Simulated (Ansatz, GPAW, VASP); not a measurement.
Zr3Mn: 3 runs at one level of theory

```
CELL_PARAMETERS angstrom
4.37322 0.00000 0.00000
0.00000 4.37322 0.00000
0.00000 0.00000 4.37322
ATOMIC_POSITIONS crystal
Zr 0.50000 0.50000 0.00000
Zr 0.50000 0.00000 0.50000
Zr 0.00000 0.50000 0.50000
Mn 0.00000 0.00000 0.00000
```

The cell comes from a database or a generator and needn't be the stable form of this composition.

Alike in all runs: task single point; functional PBEsol; k mesh 6 × 6 × 6; occupations gaussian, width 0.1 eV; collinear spin, ferromagnetic start; no spin-orbit coupling. Pressure is positive in compression and, in plane waves, holds the error of the finite cutoff, which Ansatz's Pulay term estimates and takes out.

| program and potentials | plane-wave cutoff (eV) | notes | band gap (eV) | pressure (GPa) | net moment per atom (μB) |
| --- | --- | --- | --- | --- | --- |
| Ansatz, Ansatz PAW | 420 | potentials made for PBE, which Ansatz adapts in part; 12.75 valence electrons an atom on average | no gap | -4.41 | 0.83 |
| VASP, PBE PAW files Mn_pv, Zr_sv, 520 eV | 520 | potentials made for PBE; 12.25 valence electrons an atom on average | no gap | -4.32 | 0.83 |
| GPAW, PAW data sets generated for this functional | 600 | 12.75 valence electrons an atom on average | no gap | -4.81 | 0.81 |

None finds a gap. The pressure spans -4.81 (GPAW, PAW data sets generated for this functional) to -4.32 GPa (VASP, PBE PAW files Mn_pv, Zr_sv, 520 eV). The net moment per atom spans 0.81 (GPAW, PAW data sets generated for this functional) to 0.83 μB (VASP, PBE PAW files Mn_pv, Zr_sv, 520 eV). The state is the one that the start led to, which needn't be the lowest.

The functional is the same throughout but for its coding, so the spread measures potentials, basis and numerics; runs on potential files found faulty are left out.
